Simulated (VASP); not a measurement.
Output of a VASP run:

**OUTCAR**
```
 ion  position               nearest neighbor table
   1  0.000  0.000  0.000-   2 1.93   2 1.93   2 1.93   2 1.93
   2  0.250  0.250  0.250-   1 1.93   1 1.93   1 1.93   1 1.93
  LATTYP: Found a face centered cubic cell.
 ALAT       =     4.4676000000
 Subroutine PRICEL returns:
 Original cell was already a primitive cell.
 Subroutine GETGRP returns: Found 24 space group operations
The static configuration has the point symmetry T_d .
The dynamic configuration has the point symmetry T_d .
 Subroutine INISYM returns: Found 24 space group operations
 Subroutine IBZKPT returns following result:
 Found     35 irreducible k-points:

 Following reciprocal coordinates:
            Coordinates               Weight
  0.000000  0.000000  0.000000      1.000000
  0.111111  0.000000  0.000000      8.000000
  0.222222  0.000000  0.000000      8.000000
  0.333333  0.000000  0.000000      8.000000
  0.444444  0.000000  0.000000      8.000000
  0.111111  0.111111  0.000000      6.000000
  0.222222  0.111111  0.000000     24.000000
  0.333333  0.111111  0.000000     24.000000
  0.444444  0.111111  0.000000     24.000000
 -0.444444  0.111111  0.000000     24.000000
 -0.333333  0.111111  0.000000     24.000000
 -0.222222  0.111111  0.000000     24.000000
 -0.111111  0.111111  0.000000     12.000000
  0.222222  0.222222  0.000000      6.000000
  0.333333  0.222222  0.000000     24.000000
  0.444444  0.222222  0.000000     24.000000
 -0.444444  0.222222  0.000000     24.000000
 -0.333333  0.222222  0.000000     24.000000
 -0.222222  0.222222  0.000000     12.000000
  0.333333  0.333333  0.000000      6.000000
  0.444444  0.333333  0.000000     24.000000
 -0.444444  0.333333  0.000000     24.000000
 -0.333333  0.333333  0.000000     12.000000
  0.444444  0.444444  0.000000      6.000000
 -0.444444  0.444444  0.000000     12.000000
  0.333333  0.222222  0.111111     24.000000
  0.444444  0.222222  0.111111     48.000000
 -0.444444  0.222222  0.111111     48.000000
  0.444444  0.333333  0.111111     24.000000
 -0.444444  0.333333  0.111111     48.000000
 -0.333333  0.333333  0.111111     48.000000
 -0.222222  0.333333  0.111111     24.000000
 -0.444444  0.444444  0.111111     24.000000
 -0.333333  0.444444  0.111111     24.000000
 -0.333333  0.444444  0.222222     24.000000
   k-points           NKPTS =     35   k-points in BZ     NKDIM =     35   number of bands    NBANDS=      8
   number of dos      NEDOS =    301   number of ions     NIONS =      2
   total plane-waves  NPLWV =  13824
   dimension x,y,z NGX =    24 NGY =   24 NGZ =   24
   dimension x,y,z NGXF=    48 NGYF=   48 NGZF=   48
   ions per type =               1   1
   PREC   = accura    normal or accurate (medium, high low for compatibility)
   ISTART =      0    job   : 0-new  1-cont  2-samecut
   ICHARG =      2    charge: 1-file 2-atom 10-const
   ISPIN  =      1    spin polarized calculation?
   LNONCOLLINEAR =      F non collinear calculations
   LSORBIT =      F    spin-orbit coupling
   INIWAV =      1    electr: 0-lowe 1-rand  2-diag
   ENCUT  =  520.0 eV  38.22 Ry    6.18 a.u.   5.87  5.87  5.87*2*pi/ulx,y,z
   NELM   =    100;   NELMIN=  2; NELMDL= -5     # of ELM steps
   EDIFF  = 0.1E-02   stopping-criterion for ELM
   LREAL  =      F    real-space projection
   NLSPLINE    = F    spline interpolate recip. space projectors
   LMAXMIX     =    2 max onsite mixed and CHGCAR
   VOSKOWN=      0    Vosko Wilk Nusair interpolation
   EDIFFG = 0.1E-01   stopping-criterion for IOM
   NSW    =      0    number of steps for IOM
   NBLOCK =      1;   KBLOCK =      1    inner block; outer block
   IBRION =     -1    ionic relax: 0-MD 1-quasi-New 2-CG
   NFREE  =      0    steps in history (QN), initial steepest desc. (CG)
   ISIF   =      2    stress and relaxation
   ISYM   =      2    0-nonsym 1-usesym 2-fastsym
   TEIN   =    0.0    initial temperature
   TEBEG  =    0.0;   TEEND  =   0.0 temperature during run
...
```

### OSZICAR
```
       N       E                     dE             d eps       ncg     rms          rms(c)
DAV:   1     0.995236743003E+01    0.99524E+01   -0.39547E+03   584   0.826E+02
DAV:   2    -0.164464082404E+02   -0.26399E+02   -0.25201E+02   712   0.138E+02
DAV:   3    -0.170811927944E+02   -0.63478E+00   -0.63478E+00   688   0.269E+01
DAV:   4    -0.170832265832E+02   -0.20338E-02   -0.20338E-02   824   0.142E+00
DAV:   5    -0.170832291912E+02   -0.26079E-05   -0.26079E-05   672   0.468E-02    0.832E+00
DAV:   6    -0.148352771848E+02    0.22480E+01   -0.13828E+01   600   0.234E+01    0.287E+00
DAV:   7    -0.148289484470E+02    0.63287E-02   -0.93609E-02   568   0.332E+00    0.192E+00
DAV:   8    -0.148228789189E+02    0.60695E-02   -0.21078E-02   616   0.200E+00    0.429E-01
DAV:   9    -0.148224583441E+02    0.42057E-03   -0.10556E-03   440   0.263E-01
   1 F= -.14822458E+02 E0= -.14822458E+02  d E =-.708216E-12
```

### OUTCAR
```
------------------------ aborting loop because EDIFF is reached ----------------------------------------
  FORCE on cell =-STRESS in cart. coord.  units (eV):
  Direction    XX          YY          ZZ          XY          YZ          ZX
  --------------------------------------------------------------------------------------
  Total       -1.0511949     -1.0511949     -1.0511949      0.0000000      0.0000000     -0.0000000
  in kB      -75.5493943    -75.5493943    -75.5493943      0.0000000      0.0000000     -0.0000000
  external PRESSURE =     -75.5493943 kB  Pullay stress =       0.0000000 kB
  volume of cell :       22.29
      direct lattice vectors                 reciprocal lattice vectors
     0.000000000  2.233800000  2.233800000    -0.223833826  0.223833826  0.223833826
     2.233800000  0.000000000  2.233800000     0.223833826 -0.223833826  0.223833826
     2.233800000  2.233800000  0.000000000     0.223833826  0.223833826 -0.223833826
  FREE ENERGIE OF THE ION-ELECTRON SYSTEM (eV)
  ---------------------------------------------------
  free  energy   TOTEN  =       -14.8224583441 eV

  energy  without entropy=      -14.8224583441  energy(sigma->0) =      -14.82245834
```
(Selected blocks of OUTCAR.)

**POSCAR**
```
AlN
1
    0.0000000000     2.2338000000     2.2338000000
    2.2338000000     0.0000000000     2.2338000000
    2.2338000000     2.2338000000     0.0000000000
Al N
1 1
Direct
  0.0000000000   0.0000000000   0.0000000000
  0.2500000000   0.2500000000   0.2500000000
```

Reconstruct the remaining input files.

One answer among several that fit: the input of the run itself, PBE GGA, plane waves, VASP's PBE PAW potentials (set 64).

### KPOINTS
```
Automatic mesh
0
Gamma
9 9 9
0 0 0
```

INCAR:
```
GGA = PE
ISIF = 2   # forces and stress, cell fixed
ENCUT = 520
NELM = 100   # most electronic steps
LCHARG = .FALSE.
ISMEAR = 0   # Gaussian
LWAVE = .FALSE.
SIGMA = 0.05   # width (eV)
LASPH = .TRUE.   # aspherical one-centre terms
EDIFF = 1E-3
ALGO = Normal
PREC = Accurate
SYSTEM = AlN
LREAL = .FALSE.   # projection in real space or not
```

POTCAR, in this order: Al N (PBE.64 set). Program: vasp_std.

The compound is AlN in the zinc blende structure, a metastable form; wurtzite is the usual one. The cell was not relaxed at this level. The run is one of a series of settings (EDIFF = 1E-3 against the base run), some of them coarse on purpose.
